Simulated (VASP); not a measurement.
Runs of VASP 6.6.1 on Hf2Pd2Se2Br2O3. The structure is monoclinic, space group Cm (No. 8). Conventional cell: a = 15.354 Å, b = 3.419 Å, c = 13.208 Å, α = 90.00°, β = 107.63°, γ = 90.00°. Hf (site symmetry m) is surrounded by 3 O at 1.97 to 2.13 Å. Hf (site symmetry m) is surrounded by 3 O at 1.87 to 2.09 Å. Pd (site symmetry m) has 2 O at 2.23 Å and 2 Se at 2.41 Å as nearest neighbours. Pd (site symmetry m) is surrounded by 4 Se at 2.42 to 2.60 Å. Se (site symmetry m) is surrounded by 2 Pd at 2.42 Å and 1 Hf at 2.76 Å. Around Se (site symmetry m) lie 4 Pd at 2.41 to 2.60 Å. Br (site symmetry m) has 3 Hf at 2.82 to 3.06 Å and 3 O at 3.21 to 3.22 Å as nearest neighbours. Br (site symmetry m) is surrounded by 2 Hf at 2.73 Å. The cell was built by a generator and needn't be a form met in nature.

```csv
task,level,k mesh for the DOS,occupations for the DOS,gap on the mesh (eV),pressure (GPa),largest force (eV/Å)
electron localisation function,PBE,-,-,0.83,-0.4,0.14
electrostatic potential,PBE,-,-,0.83,-0.4,0.14
atomic charges,PBE+TS,-,-,0.83,(a),0.13
atomic charges,PBE,-,-,0.83,-0.4,0.14
optical spectrum,PBE,-,-,0.83,-0.4,0.14
band structure,PBE,-,-,0.83,-,-
electric field gradients,PBE,-,-,0.83,-0.4,0.14
```

Alike in all rows: potentials or basis VASP PAW PBE potentials, release 64 (Hf_pv, Pd, Se, Br, O); no spin polarisation; cell as given; k mesh 8 × 8 × 2; cutoff (eV) 520; smearing fermi-dirac 0.05 eV.

Fill in the values left out.

(a) -0.8.

Caveats: spin-orbit coupling is left out, which moves the levels of the heavy elements; spectra need much finer meshes, so this one isn't converged (some runs); independent-particle spectra lack excitons (some runs); the mesh misses the band edges, which the band path finds closer together (some runs).

A k mesh can miss the band edges, and the runs leave out spin-orbit coupling on Br, Hf, Pd, Se.
